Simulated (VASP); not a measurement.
The system is Cs2AgBiBr6.

```
Cs Ag Bi Br
1.0
     0.00000    5.61610    5.61610
     5.61610    0.00000    5.61610
     5.61610    5.61610    0.00000
Cs Ag Bi Br
2 1 1 6
Direct
  0.25000 0.25000 0.25000
  0.75000 0.75000 0.75000
  0.50000 0.50000 0.50000
  0.00000 0.00000 0.00000
  0.25055 0.74945 0.25055
  0.25055 0.74945 0.74945
  0.74945 0.25055 0.74945
  0.74945 0.25055 0.25055
  0.25055 0.25055 0.74945
  0.74945 0.74945 0.25055
```

```yaml
Program: VASP 6.6.1
Task: relaxation of cell and atoms
Functional: PBEsol
Potentials_or_basis: VASP PAW PBE potentials, release 64 (Cs_sv, Ag, Bi_d, Br)
Cutoff: 600 eV
k_mesh: 4 × 4 × 4
Occupations: gaussian, width 0.03 eV
Spin: no spin polarisation
```

At the start: pressure -0.0 GPa; volume 35.43 Å³/atom.

Q: How do energy, volume and symmetry change on relaxing?

A: Over 4 steps the energy falls by 3.6 meV/atom and the volume is 35.00 Å³/atom (-1.2 %); space group Fm-3m (No. 225, to 0.05 Å).

The path:
| step | energy change (eV) | largest force (eV/Å) | pressure (GPa) | volume (Å³) |
| --- | --- | --- | --- | --- |
| 1 | 0.0000 | 0.3080 | -0.01 | 354.27 |
| 2 | -0.0216 | 0.1759 | -0.14 | 354.19 |
| 3 | -0.0324 | 0.0026 | -0.28 | 354.09 |
| 4 | -0.0359 | 0.0012 | 0.02 | 350.03 |

Final structure:
```
Cs Ag Bi Br
1.0
     0.00000    5.59361    5.59361
     5.59361    0.00000    5.59361
     5.59361    5.59361    0.00000
Cs Ag Bi Br
2 1 1 6
Direct
  0.25000 0.25000 0.25000
  0.75000 0.75000 0.75000
  0.50000 0.50000 0.50000
  0.00000 0.00000 0.00000
  0.25399 0.74601 0.25399
  0.25399 0.74601 0.74601
  0.74601 0.25399 0.74601
  0.74601 0.25399 0.25399
  0.25399 0.25399 0.74601
  0.74601 0.74601 0.25399
```

Caveat: the PAW data sets were made with another functional, which shifts forces and pressure a little.
